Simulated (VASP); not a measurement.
VASP input:

### KPOINTS
```
Regular mesh
0
G
10 10 4
```

POSCAR:
```
Cl2
3.7655350
  0.8459722191  -0.5332270182   0.0000000000
  0.8459722191   0.5332270182   0.0000000000
  0.0000000000   0.0000000000   2.1776193821
Cl
4
Direct
  0.8854800000   0.1145200000   0.6047500000
  0.1145200000   0.8854800000   0.3952500000
  0.6145200000   0.3854800000   0.1047500000
  0.3854800000   0.6145200000   0.8952500000
```

INCAR:
```
SYSTEM = Cl2
PREC = Accurate; ENCUT = 300; LREAL = .False.
LASPH = .True.
EDIFF = 1E-6; NELM = 100; ALGO = Normal
ISMEAR = 0; SIGMA = 0.01
GGA = PE
ISIF = 2
LWAVE = .False.; LCHARG = .False.
```

POTCAR, in this order: Cl (PBE.64 set). Program: vasp_std.

**Question.** Write an equivalent input for Quantum ESPRESSO's pw.x.

**Answer.** One equivalent input (not run):
```
&CONTROL
  calculation = 'scf'
  pseudo_dir = './pseudo'
  outdir = './out'
  tprnfor = .true.
  tstress = .true.
/
&SYSTEM
  ibrav = 0
  nat = 4
  ntyp = 1
  ecutwfc = 58
  occupations = 'smearing'
  smearing = 'gaussian'
  degauss = 0.000735
  input_dft = 'pbe'
/
&ELECTRONS
  conv_thr = 7.3e-08
  electron_maxstep = 100
/
ATOMIC_SPECIES
  Cl 35.450 Cl.upf
CELL_PARAMETERS angstrom
     3.1855380   -2.0078850    0.0000000
     3.1855380    2.0078850    0.0000000
     0.0000000    0.0000000    8.1999020
ATOMIC_POSITIONS crystal
  Cl   0.8854800  0.1145200  0.6047500
  Cl   0.1145200  0.8854800  0.3952500
  Cl   0.6145200  0.3854800  0.1047500
  Cl   0.3854800  0.6145200  0.8952500
K_POINTS automatic
  10 10 4 0 0 0
```
What does not carry over: the potentials are each code's own (VASP's PAW set, PseudoDojo norm-conserving files in pw.x), so ENCUT and ecutwfc are chosen apart and not converted; conv_thr bounds pw.x's estimated SCF error, while EDIFF bounds the energy change between steps.

The structure comes from a computed database's Cl2 entry; how it stands against other phases isn't given here. The cell was not relaxed at this level.
